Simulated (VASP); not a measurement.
Level of theory: PBE GGA, VASP's PBE PAW potentials (set 64) (plane waves; VASP).

VASP ran on this input.

**INCAR**
```
SYSTEM=TiAl
PREC=Accurate; ENCUT=500; LREAL=.False.
LASPH=.True.
EDIFF=1E-6; NELM=100; ALGO=Normal
LMAXMIX=4
ISMEAR=1; SIGMA=0.1
GGA=PE
IBRION=2; NSW=40; ISIF=3
EDIFFG=-0.02
LWAVE=.False.; LCHARG=.False.
```

**KPOINTS**
```
Automatic mesh
0
Gamma
13 13 9
0 0 0
```

### POSCAR
```
TiAl
1.0
  2.8233481733   0.0000000000   0.0000000000
  0.0000000000   2.8233481733   0.0000000000
  0.0000000000   0.0000000000   4.0598172652
Ti Al
1 1
Cartesian
  0.0000000000   0.0000000000   0.0000000000
  1.4116740866   1.4116740866   2.0299086326
```

POTCAR, in this order: Ti_sv Al (PBE.64 set). Program: vasp_std.

Problem. Predict the energy per atom (σ→0), volume per atom, band gap (on the k-mesh).

Solution. 
```json
{
 "energy per atom (σ→0)": "-6.195 eV/atom",
 "band gap (on the k-mesh)": "none (metal, semimetal or under 0.01 eV)",
 "volume_per_atom": "16.22 Å^3/atom"
}
```

**OSZICAR**
```
...
DAV:   1    -0.123903173349E+02   -0.86894E-03   -0.16268E-02  3468   0.196E+00    0.253E-01
DAV:   2    -0.123895998649E+02    0.71747E-03   -0.70324E-03  3738   0.100E+00    0.660E-02
DAV:   3    -0.123894649172E+02    0.13495E-03   -0.79460E-04  3536   0.277E-01    0.209E-02
DAV:   4    -0.123894704571E+02   -0.55399E-05   -0.10138E-04  3526   0.814E-02    0.124E-02
DAV:   5    -0.123894820391E+02   -0.11582E-04   -0.15863E-05  4474   0.273E-02    0.777E-03
DAV:   6    -0.123894871726E+02   -0.51336E-05   -0.94088E-06  4201   0.164E-02    0.339E-03
DAV:   7    -0.123894878822E+02   -0.70960E-06   -0.79632E-07  1785   0.746E-03
   3 F= -.12389488E+02 E0= -.12389367E+02  d E =-.751783E-04
```

The compound is TiAl in the L1_0 structure. This run relaxes it. Symmetry was kept, so distortions that lower it aren't found. The electron count is odd and the run is not spin-polarised, which forces a metal.
